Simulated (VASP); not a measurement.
Elastic constants (GPa) of a crystal from VASP with PBE GGA, VASP's PBE PAW potentials (set 64):

|  | xx | yy | zz | yz | xz | xy |
|---|---|---|---|---|---|---|
| xx | 86.0 | 36.6 | 36.6 | 0.0 | 0.0 | 0.0 |
| yy | 36.6 | 86.0 | 36.6 | 0.0 | 0.0 | 0.0 |
| zz | 36.6 | 36.6 | 86.0 | 0.0 | 0.0 | 0.0 |
| yz | 0.0 | 0.0 | 0.0 | 23.2 | 0.0 | 0.0 |
| xz | 0.0 | 0.0 | 0.0 | 0.0 | 23.2 | 0.0 |
| xy | 0.0 | 0.0 | 0.0 | 0.0 | 0.0 | 23.2 |

### Question
Work out the Voigt, Reuss and Hill moduli, Young's modulus and Poisson's ratio.

### Answer
All eigenvalues are positive (smallest 23.2 GPa), so the crystal is stable. K_V = (C11+C22+C33+2(C12+C13+C23))/9 = (258.0 + 2×109.8)/9 = 53.1 GPa; G_V = (258.0 − 109.8 + 3×69.6)/15 = 23.8 GPa. From the compliances, K_R = 53.1 GPa and G_R = 23.8 GPa. Hill: K = 53.1 GPa, G = 23.8 GPa, E = 9KG/(3K+G) = 62.1 GPa, ν = (3K−2G)/(2(3K+G)) = 0.305. K/G = 2.23, above Pugh's 1.75; universal anisotropy A^U = 0.00.

### Question
With a density of 4.68 g/cm³, what are the mean sound speeds?

### Answer
v_l = √((K+4G/3)/ρ) = 4.25 km/s and v_t = √(G/ρ) = 2.25 km/s. The crystal is BaF$_{2}$ (fluorite), cubic.

The compound is BaF2 in the fluorite structure. It was relaxed first.
